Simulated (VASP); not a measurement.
Output of a VASP run:

**OSZICAR**
```
...
DAV:   7    -0.144929140564E+02    0.44717E-01   -0.20523E-01  4096   0.409E+00    0.244E-01
DAV:   8    -0.144931722796E+02   -0.25822E-03   -0.67276E-03  4108   0.640E-01    0.120E-01
DAV:   9    -0.144930610665E+02    0.11121E-03   -0.14604E-04  4424   0.140E-01    0.100E-01
DAV:  10    -0.144929630897E+02    0.97977E-04   -0.47346E-04  5004   0.209E-01    0.671E-02
DAV:  11    -0.144929427322E+02    0.20357E-04   -0.72713E-05  4930   0.122E-01    0.206E-02
DAV:  12    -0.144929451706E+02   -0.24384E-05   -0.15326E-06  2722   0.117E-02    0.211E-02
DAV:  13    -0.144929312218E+02    0.13949E-04   -0.22275E-04  4170   0.819E-02    0.289E-02
DAV:  14    -0.144929187694E+02    0.12452E-04   -0.61170E-05  4036   0.439E-02    0.219E-02
DAV:  15    -0.144929138341E+02    0.49353E-05   -0.18952E-05  3662   0.243E-02    0.139E-02
DAV:  16    -0.144929099663E+02    0.38678E-05   -0.16213E-05  3554   0.264E-02    0.180E-03
DAV:  17    -0.144929098615E+02    0.10478E-06   -0.18272E-06  2822   0.927E-03
   3 F= -.14492910E+02 E0= -.14492658E+02  d E =-.616598E+00  mag=    -0.0001
       N       E                     dE             d eps       ncg     rms          rms(c)
DAV:   1    -0.145039872396E+02   -0.11077E-01   -0.17396E-01  4928   0.673E+00    0.101E+00
DAV:   2    -0.144984375593E+02    0.55497E-02   -0.89507E-02  4146   0.299E+00    0.667E-01
DAV:   3    -0.144935994098E+02    0.48381E-02   -0.21521E-02  4136   0.151E+00    0.180E-01
DAV:   4    -0.144929676901E+02    0.63172E-03   -0.22813E-03  4664   0.586E-01    0.716E-02
DAV:   5    -0.144929288855E+02    0.38805E-04   -0.11931E-04  4796   0.191E-01    0.320E-02
DAV:   6    -0.144929237151E+02    0.51704E-05   -0.11539E-05  4200   0.425E-02    0.796E-03
DAV:   7    -0.144929238623E+02   -0.14717E-06   -0.25927E-07  2038   0.734E-03
   4 F= -.14492924E+02 E0= -.14492679E+02  d E =-.616612E+00  mag=    -0.0002
       N       E                     dE             d eps       ncg     rms          rms(c)
DAV:   1    -0.145064174504E+02   -0.13494E-01   -0.20516E-01  4924   0.737E+00    0.114E+00
DAV:   2    -0.145022091701E+02    0.42083E-02   -0.13418E-01  4148   0.351E+00    0.854E-01
DAV:   3    -0.144936173221E+02    0.85918E-02   -0.31785E-02  4136   0.184E+00    0.166E-01
DAV:   4    -0.144930010843E+02    0.61624E-03   -0.35143E-03  4424   0.635E-01    0.795E-02
DAV:   5    -0.144929042815E+02    0.96803E-04   -0.29299E-04  4972   0.227E-01    0.461E-02
DAV:   6    -0.144928822092E+02    0.22072E-04   -0.52740E-05  4352   0.121E-01    0.165E-02
DAV:   7    -0.144928793444E+02    0.28647E-05   -0.12851E-05  4268   0.325E-02    0.314E-03
DAV:   8    -0.144928792293E+02    0.11507E-06   -0.50676E-07  2024   0.761E-03
   5 F= -.14492879E+02 E0= -.14492627E+02  d E =0.446329E-04  mag=    -0.0007
       N       E                     dE             d eps       ncg     rms          rms(c)
DAV:   1    -0.144973908934E+02   -0.45115E-02   -0.68990E-02  4924   0.425E+00    0.637E-01
DAV:   2    -0.144951774386E+02    0.22135E-02   -0.35857E-02  4148   0.188E+00    0.416E-01
DAV:   3    -0.144932583826E+02    0.19191E-02   -0.83192E-03  4140   0.943E-01    0.109E-01
DAV:   4    -0.144930158725E+02    0.24251E-03   -0.85596E-04  4608   0.359E-01    0.413E-02
DAV:   5    -0.144930039549E+02    0.11918E-04   -0.34767E-05  4740   0.994E-02    0.248E-02
DAV:   6    -0.144930004487E+02    0.35062E-05   -0.91422E-06  4934   0.472E-02    0.465E-03
DAV:   7    -0.144930005506E+02   -0.10191E-06   -0.16444E-07  2028   0.610E-03
   6 F= -.14493001E+02 E0= -.14492753E+02  d E =-.766883E-04  mag=    -0.0017
```

**OUTCAR**
```
------------------------ aborting loop because EDIFF is reached ----------------------------------------
  FORCE on cell =-STRESS in cart. coord.  units (eV):
  Direction    XX          YY          ZZ          XY          YZ          ZX
  --------------------------------------------------------------------------------------
  Total        0.0105061      0.0105061      0.0105061      0.0000000      0.0000000     -0.0000000
  in kB        0.5545958      0.5545958      0.5545958      0.0000000      0.0000000     -0.0000000
  external PRESSURE =       0.5545958 kB  Pullay stress =       0.0000000 kB
  volume of cell :       30.35
      direct lattice vectors                 reciprocal lattice vectors
    -0.000000000  2.475797947  2.475797947    -0.201955091  0.201955091  0.201955091
     2.475797947  0.000000000  2.475797947     0.201955091 -0.201955091  0.201955091
     2.475797947  2.475797947  0.000000000     0.201955091  0.201955091 -0.201955091
 POSITION                                       TOTAL-FORCE (eV/Angst)
 -----------------------------------------------------------------------------------
      0.00000      0.00000      0.00000         0.000000     -0.000000      0.000000
      2.47580      2.47580      2.47580         0.000000      0.000000     -0.000000
 -----------------------------------------------------------------------------------
    total drift:                                0.000000      0.000000      0.000000
  FREE ENERGIE OF THE ION-ELECTRON SYSTEM (eV)
  ---------------------------------------------------
  free  energy   TOTEN  =       -14.4930005506 eV

  energy  without entropy=      -14.4922564759  energy(sigma->0) =      -14.49275253

 total charge

# of ion       s       p       d       tot
------------------------------------------
    1        1.160   1.393  10.052  12.605
    2        2.219   6.179   3.184  11.581
--------------------------------------------------
tot          3.378   7.572  13.236  24.187

 magnetization (x)

# of ion       s       p       d       tot
------------------------------------------
    1        0.000   0.000  -0.000   0.000
    2       -0.000   0.000  -0.002  -0.002
--------------------------------------------------
tot          0.000   0.000  -0.002  -0.001

 reached required accuracy - stopping structural energy minimisation
```
(Selected blocks of OUTCAR.)

**POSCAR**
```
VGe
1
    0.0000000000     2.6798690000     2.6798690000
    2.6798690000     0.0000000000     2.6798690000
    2.6798690000     2.6798690000     0.0000000000
Ge V
1 1
Direct
  0.0000000000   0.0000000000   0.0000000000
  0.5000000000   0.5000000000   0.5000000000
```

Question: Reconstruct the remaining input files.

Answer: Several could match; the one computed here: the input of the run itself, PBEsol GGA, plane waves, VASP's PBE PAW potentials (set 64).

**KPOINTS**
```
Automatic mesh
0
Gamma
11 11 11
0 0 0
```

**INCAR**
```
SYSTEM = VGe
PREC = Accurate
ENCUT = 400
EDIFF = 1E-6
NELM = 100
ALGO = Normal
LREAL = .FALSE.
LASPH = .TRUE.
ISMEAR = 1
SIGMA = 0.1
GGA = PS
LMAXMIX = 4
ISPIN = 2
MAGMOM = 0.0 2.0
LORBIT = 10
LWAVE = .FALSE.
LCHARG = .FALSE.
IBRION = 2
ISIF = 3
NSW = 60
EDIFFG = -0.01
```

POTCAR, in this order: Ge_d V_sv (PBE.64 set). Program: vasp_std.

Energy and stress use the plane-wave basis of the starting cell.

The structure was generated: VGe was put into the rocksalt type (Fm-3m), which need not be its known phase. This run relaxes it. Symmetry was kept, so distortions that lower it aren't found.
